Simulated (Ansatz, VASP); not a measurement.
Two plane-wave programs on GeTe3Pb

INCAR

```
SYSTEM = GeTe3Pb
PREC = Accurate
ENCUT = 520
EDIFF = 1E-6
ISMEAR = 0
SIGMA = 0.05
LREAL = .False.
LASPH = .True.
NELM = 100
ALGO = Fast
ISIF = 2
LWAVE = .False.
LCHARG = .False.
GGA = PE
NBANDS = 31
```

KPOINTS

```
regular mesh
0
Gamma
  4 4 4
  0 0 0
```

POSCAR

```
GeTe3Pb
1.0
    5.7967989389      0.0000000000      0.0000000000
    0.0000000000      5.7967989389      0.0000000000
    0.0000000000      0.0000000000      5.7967989389
Pb Ge Te
1 1 3
Direct
    0.0000000000      0.0000000000      0.0000000000
    0.5000000000      0.5000000000      0.5000000000
    0.5000000000      0.5000000000      0.0000000000
    0.5000000000      0.0000000000      0.5000000000
    0.0000000000      0.5000000000      0.5000000000
```

Input for Ansatz:

```yaml
crystal:
  lattice:
    - [5.7967989389, 0.0, 0.0]
    - [0.0, 5.7967989389, 0.0]
    - [0.0, 0.0, 5.7967989389]
  atoms:
    - { symbol: Pb, position: [0.0, 0.0, 0.0] }
    - { symbol: Ge, position: [0.5, 0.5, 0.5] }
    - { symbol: Te, position: [0.5, 0.5, 0.0] }
    - { symbol: Te, position: [0.5, 0.0, 0.5] }
    - { symbol: Te, position: [0.0, 0.5, 0.5] }
basis:
  ecutwfc: 420
kpoints:
  mp_grid: { grid: [4, 4, 4] }
hamiltonian:
  xc: pbe
scf:
  occupations: { method: gaussian, width: 0.05 }
output:
  forces: true
  stress: true
  eigenvalues: true
```

The cell comes from a database or a generator and needn't be the stable form of this composition.

Alike in both runs: task single point; functional PBE; k mesh 4 × 4 × 4; occupations gaussian, width 0.05 eV; no spin polarisation.

```csv
,VASP,Ansatz
version,VASP 6.6.1,Ansatz 0.2.0
potentials or method,"VASP PAW PBE potentials, release 64 (Pb_d, Ge_d, Te)","scalar-relativistic, plane waves, PAW"
plane-wave cutoff (eV),520,420
valence electrons in the cell,46,76
```

```csv
,VASP,Ansatz,Ansatz less VASP
gap on the k mesh at the Fermi level (eV),none,none,-
pressure (GPa),-4.5,-4.5,+0.03
```

A gap of «none» marks a metal or a gap that the smearing closes. With one functional, cell and mesh, what is left measures potentials, basis and numerics. The two sets of potentials don't hold the same shells in valence.

The runs have no spin-orbit coupling, so splittings on Pb, Te are missing.
